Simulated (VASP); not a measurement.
Here is the system:

```xyz
1
Lattice="-2.2820 2.2820 2.2820 2.2820 -2.2820 2.2820 2.2820 2.2820 -2.2820" Properties=species:S:1:pos:R:3 pbc="T T T"
Rb     0.0000     0.0000     0.0000
```

The numbers are results of PBEsol GGA, VASP's PBE PAW potentials (set 64) (plane waves; VASP 6.6.1), not measurements. Run with 500 eV cut-off, 11×11×11 Γ-centred mesh, first-order Methfessel-Paxton smearing of 0.10 eV, potentials Rb_sv.

Question: What does the run give for the energy per atom (σ→0), pressure, band gap (on the k-mesh) with the smallest direct gap where there is one?

Answer: 
```
Quantity                                                     Value
------------------------  ----------------------------------------
band gap (on the k-mesh)  none (metal, semimetal or under 0.01 eV)
energy per atom (σ→0)                               -0.637 eV/atom
pressure                                                  5.02 GPa
```

Total energies compare only between runs with the same potentials, cut-off and functional.

The compound is Rb in the bcc structure. It was relaxed first under an external pressure of 5 GPa.
